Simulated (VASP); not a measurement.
Input:

```xyz
4
Lattice="1.6550 -5.2400 0.0000 1.6550 5.2400 0.0000 0.0000 0.0000 4.3800" Properties=species:S:1:pos:R:3 pbc="T T T"
P      1.6550     4.1742     4.0270
P      1.6550     1.0658     1.8370
P      1.6550    -1.0658     2.5430
P      1.6550    -4.1742     0.3530
```

These are PBE GGA, VASP's PBE PAW potentials (set 64) (plane waves; VASP) values and carry that method's errors. Run with PREC = Normal, 350 eV cut-off, 3×3×3 Γ-centred mesh, Gaussian smearing of 0.010 eV, potentials P_GW.

Q: Predict the energy per atom (σ→0), pressure, largest force.

A: 
```yaml
energy per atom (σ→0): -5.266 eV/atom
pressure: 3.12 GPa
largest_force: 0.094 eV/Å
```

The compound is P in the black structure. The cell was not relaxed at this level. The k-mesh is coarse (spacing up to 0.66 per Å, 2π included), so the numbers may not be converged in it.
